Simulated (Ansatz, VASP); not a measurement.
## MoW2 in VASP and in Ansatz

```
CELL_PARAMETERS angstrom
1.33619 -2.29702 4.00346
1.33619 -2.29702 -4.00346
2.67238 4.59405 0.00000
ATOMIC_POSITIONS crystal
Mo 0.00000 0.00000 0.00000
Mo 0.50000 0.50000 0.50000
W 0.66796 0.33204 0.00000
W 0.16796 0.83204 0.50000
W 0.33204 0.66796 0.00000
W 0.83204 0.16796 0.50000
```

Alike in both runs: task single point; functional PBE; k mesh 6 × 6 × 6; occupations gaussian, width 0.2 eV; no spin polarisation.

|  | VASP | Ansatz |
| --- | --- | --- |
| version | VASP 6.6.1 | Ansatz 0.2.0 |
| potentials or method | VASP PAW PBE potentials, release 64 (Mo_sv, W_sv) | scalar-relativistic, plane waves, PAW |
| plane-wave cutoff (eV) | 520 | 420 |
| valence electrons in the cell | 84 | 84 |

```csv
,VASP,Ansatz,Ansatz less VASP
gap on the k mesh at the Fermi level (eV),none,none,-
pressure (GPa),0.6,0.1,-0.49
largest component of the traceless stress (GPa),0.24,0.08,-0.161
rms of the force components (eV/Å),0.010,0.012,+0.0015
```

Atom by atom the forces differ by 0.002 eV/Å (rms over components). A gap of «none» marks a metal or a gap that the smearing closes.

Spin-orbit coupling is left out, which matters for the levels of W.
